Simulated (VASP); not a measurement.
Calculation: SCAN meta-GGA, VASP's PBE PAW potentials (set 64) (plane waves; VASP).

VASP ran on this input.

INCAR:
```
# general
SYSTEM   =  NaF
PREC     =  Accurate
ENCUT    =  520
LREAL    =  .FALSE.   # projection in real space or not
LASPH    =  .TRUE.

# electronic loop
EDIFF    =  1E-7   # SCF stop (eV)
NELM     =  100   # most electronic steps
ALGO     =  Normal
LMIXTAU  =  .TRUE.

# smearing
ISMEAR   =  0
SIGMA    =  0.05   # width (eV)

# functional
METAGGA  =  SCAN

# ions
ISIF     =  2

# output
LWAVE    =  .FALSE.
LCHARG   =  .FALSE.
```

File POSCAR:
```
NaF
1
    0.0000000000     2.2508561427     2.2508561427
    2.2508561427     0.0000000000     2.2508561427
    2.2508561427     2.2508561427     0.0000000000
Na F
1 1
Direct
  0.0000000000   0.0000000000   0.0000000000
  0.5000000000   0.5000000000   0.5000000000
```

### KPOINTS
```
Automatic mesh
0
Gamma
10 10 10
0 0 0
```

POTCAR, in this order: Na_pv F (PBE.64 set). Program: vasp_std.

Q: What does the run give for the energy per atom (σ→0), pressure, band gap (on the k-mesh)?

A: 
```json
{
 "energy per atom (σ→0)": "-6819 meV/atom",
 "band gap (on the k-mesh)": "7.56 eV",
 "pressure": "2.69 GPa"
}
```

OSZICAR:
```
...
DAV:  18    -0.136375469854E+02   -0.79180E-06   -0.55295E-08  1236   0.321E-03    0.468E-03
DAV:  19    -0.136375425043E+02    0.44811E-05   -0.59697E-08  1040   0.480E-03    0.459E-03
DAV:  20    -0.136375455360E+02   -0.30318E-05   -0.33340E-07  1046   0.603E-03    0.123E-03
DAV:  21    -0.136375458742E+02   -0.33817E-06   -0.11895E-08   541   0.156E-03    0.886E-04
DAV:  22    -0.136375480136E+02   -0.21394E-05   -0.13793E-08   544   0.157E-03    0.457E-04
DAV:  23    -0.136375486931E+02   -0.67945E-06   -0.69127E-09   535   0.932E-04    0.797E-05
DAV:  24    -0.136375487581E+02   -0.65038E-07   -0.50024E-10   535   0.335E-04
   1 F= -.13637549E+02 E0= -.13637549E+02  d E =-.866160E-20
```

The compound is NaF in the rock salt structure. This cell is one point of a volume scan, at 0.97 of the reference volume.
